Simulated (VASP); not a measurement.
VASP input:

### KPOINTS
```
Automatic mesh
0
Gamma
14 14 14
0 0 0
```

POSCAR:
```
Sn
1
   -2.9499807279     2.9499807279     1.5966527477
    2.9499807279    -2.9499807279     1.5966527477
    2.9499807279     2.9499807279    -1.5966527477
Sn
2
Direct
  0.2500000000   0.7500000000   0.5000000000
  0.0000000000   0.0000000000   0.0000000000
```

INCAR:
```
! general
SYSTEM  = Sn
PREC    = Accurate
ENCUT   = 520   ! plane-wave cut-off (eV)
LREAL   = F   ! projection in real space or not
LASPH   = T

! electronic loop
EDIFF   = 1E-7
NELM    = 100
ALGO    = Normal
LMAXMIX = 4   ! l cut-off of mixed one-centre charges

! smearing
ISMEAR  = -5

! functional
GGA     = PE   ! PBE
IVDW    = 11

! ions
ISIF    = 2

! output
LWAVE   = F
LCHARG  = T
LORBIT  = 11
NEDOS   = 601
```

POTCAR, in this order: Sn_d (PBE.64 set). Program: vasp_std.

Problem. Write an equivalent input for Quantum ESPRESSO's pw.x.

Solution. One equivalent input (not run):
```
&CONTROL
  calculation = 'scf'
  pseudo_dir = './pseudo'
  outdir = './out'
  tprnfor = .true.
  tstress = .true.
/
&SYSTEM
  ibrav = 0
  nat = 2
  ntyp = 1
  ecutwfc = 72
  occupations = 'tetrahedra'
  input_dft = 'pbe'
  vdw_corr = 'grimme-d3'
  dftd3_version = 3
  dftd3_threebody = .false.
/
&ELECTRONS
  conv_thr = 7.3e-09
  electron_maxstep = 100
/
ATOMIC_SPECIES
  Sn 118.710 Sn.upf
CELL_PARAMETERS angstrom
    -2.9499807    2.9499807    1.5966527
     2.9499807   -2.9499807    1.5966527
     2.9499807    2.9499807   -1.5966527
ATOMIC_POSITIONS crystal
  Sn   0.2500000  0.7500000  0.5000000
  Sn   0.0000000  0.0000000  0.0000000
K_POINTS automatic
  14 14 14 0 0 0
```
The two are equivalent in intent, not identical: the potentials are each code's own (VASP's PAW set, PseudoDojo norm-conserving files in pw.x), so ENCUT and ecutwfc are chosen apart and not converted; conv_thr bounds pw.x's estimated SCF error, while EDIFF bounds the energy change between steps.

The compound is Sn in the beta structure. It was relaxed first.
